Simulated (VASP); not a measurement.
Data:

```xyz
2
Lattice="0.0000 2.5700 2.5700 2.5700 0.0000 2.5700 2.5700 2.5700 0.0000" Properties=species:S:1:pos:R:3 pbc="T T T"
Be     0.0000     0.0000     0.0000
Se     1.2850     1.2850     1.2850
```

Computed with PBE GGA, VASP's PBE PAW potentials (set 64) (plane waves; VASP). Settings: 400 eV cut-off, KSPACING 0.2 per Å, Gaussian smearing of 0.050 eV, potentials Be Se.

Question: What does the run give for the energy per atom (σ→0), pressure?

Answer: 
```
Item                            Value
---------------------  --------------
energy per atom (σ→0)  -4.427 eV/atom
pressure                     1.89 GPa
```

The absolute energy has meaning only against runs of the same code, potentials and settings.

The compound is BeSe in the zinc blende structure. The cell was not relaxed at this level. The run is one of a series of settings (KGAMMA = .FALSE., KSPACING = 0.2, KPOINTS file removed against the base run), some of them coarse on purpose.
